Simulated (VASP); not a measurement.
Consider the following.

```
HfN
1.0
    0.00000     2.29090     2.29090
    2.29090     0.00000     2.29090
    2.29090     2.29090     0.00000
Hf N
1 1
Direct
  0.00000   0.00000   0.00000
  0.50000   0.50000   0.50000
```

Calculation: SCAN meta-GGA, VASP's PBE PAW potentials (set 64) (plane waves; VASP). Numerical set-up: 520 eV cut-off, 14×14×14 Γ-centred mesh, first-order Methfessel-Paxton smearing of 0.10 eV, potentials Hf_pv N.

Unless said otherwise, spin-orbit coupling is left out, though it shifts the bands of the heavy elements here.

Question: What does the run give for the energy per atom (σ→0), pressure, band gap (on the k-mesh) with the smallest direct gap where there is one?

Answer: 
```json
{
  "band gap (on the k-mesh)": "none (metal, semimetal or under 0.01 eV)",
  "energy per atom (σ→0)": "-37.932 eV/atom",
  "pressure": "-151.2 kbar"
}
```

The absolute energy has meaning only against runs of the same code, potentials and settings.

The compound is HfN in the rock salt structure. This cell is one point of a volume scan, at 1.06 of the reference volume. The electron count is odd and the run is not spin-polarised, which forces a metal.
